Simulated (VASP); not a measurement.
Here is the system:

```yaml
crystal:
  lattice:
    - [2.78342, 0.00000, 0.00000]
    - [0.00000, 2.78342, 0.00000]
    - [0.00000, 0.00000, 2.78342]
  atoms:
    - { symbol: Cl, position: [0.00000, 0.00000, 0.00000] }
```

Level of theory: PBEsol GGA, VASP's PBE PAW potentials (set 64) (plane waves; VASP). Run with 400 eV cut-off, Gaussian smearing of 0.050 eV, potentials Cl.

Task: Estimate the band gap (along the path) with the smallest direct gap where there is one.

Result: 
```
Item                                                          Value
-------------------------  ----------------------------------------
band gap (along the path)  none (metal, semimetal or under 0.01 eV)
```

The structure was generated: Cl was put into the simple-cubic type (Pm-3m), which need not be its known phase. It was relaxed first, which changed the volume by -10 %.
